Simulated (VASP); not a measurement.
A convergence study with VASP on MgO (rock salt): one setting is varied, all else stays as given below, so the limit is that of these other settings.

```
CELL_PARAMETERS angstrom
      0.00000     2.10500     2.10500
      2.10500     0.00000     2.10500
      2.10500     2.10500     0.00000
ATOMIC_POSITIONS crystal
  Mg 0.00000 0.00000 0.00000
  O  0.50000 0.50000 0.50000
```

Level of theory: LDA (Ceperley-Alder, Perdew-Zunger), VASP's LDA PAW potentials (set 64) (plane waves; VASP 6.6.1). The tightest run used: 700 eV cut-off, 20×20×20 Γ-centred mesh, Gaussian smearing of 0.050 eV, potentials Mg O.

Question: The settings run are 1×1×1 mesh; 2×2×2 mesh; 3×3×3 mesh; 4×4×4 mesh; 5×5×5 mesh; 6×6×6 mesh; 7×7×7 mesh; 8×8×8 mesh; 9×9×9 mesh; 10×10×10 mesh; 11×11×11 mesh; 12×12×12 mesh; 13×13×13 mesh; 14×14×14 mesh; 15×15×15 mesh; 16×16×16 mesh; 17×17×17 mesh; 18×18×18 mesh; 19×19×19 mesh; 20×20×20 mesh. From which on does the energy per atom stay within 0.01 eV/atom of the tightest run?

Answer: From 4×4×4 mesh on: it is off by 0.0067 there and by no more than 0.01 in any finer run, while 3×3×3 mesh is off by 0.0481.
```csv
setting,E (eV/atom),pressure (GPa),irreducible k-points,difference judged (eV/atom)
1×1×1 mesh,-1.1247,62.01,1,5.5920
2×2×2 mesh,-6.2643,-3.11,3,0.4524
3×3×3 mesh,-6.6686,-7.32,4,0.0481
4×4×4 mesh,-6.7099,-7.77,8,0.0067
5×5×5 mesh,-6.7155,-7.80,10,0.0011
6×6×6 mesh,-6.7164,-7.80,16,0.0002
7×7×7 mesh,-6.7166,-7.80,20,0.0001
8×8×8 mesh,-6.7166,-7.80,29,0.0000
9×9×9 mesh,-6.7166,-7.80,35,0.0000
10×10×10 mesh,-6.7167,-7.80,47,0.0000
11×11×11 mesh,-6.7167,-7.80,56,0.0000
12×12×12 mesh,-6.7167,-7.79,72,0.0000
13×13×13 mesh,-6.7167,-7.79,84,0.0000
14×14×14 mesh,-6.7167,-7.80,104,0.0000
15×15×15 mesh,-6.7167,-7.80,120,0.0000
16×16×16 mesh,-6.7167,-7.79,145,0.0000
17×17×17 mesh,-6.7167,-7.79,165,0.0000
18×18×18 mesh,-6.7167,-7.79,195,0.0000
19×19×19 mesh,-6.7167,-7.80,220,0.0000
20×20×20 mesh,-6.7167,-7.80,256,0.0000
```

Left out are rungs that failed or repeat a setting and relaxations that didn't move; long series are thinned to 24 rows.

The compound is MgO in the rock salt structure. The cell was not relaxed at this level.
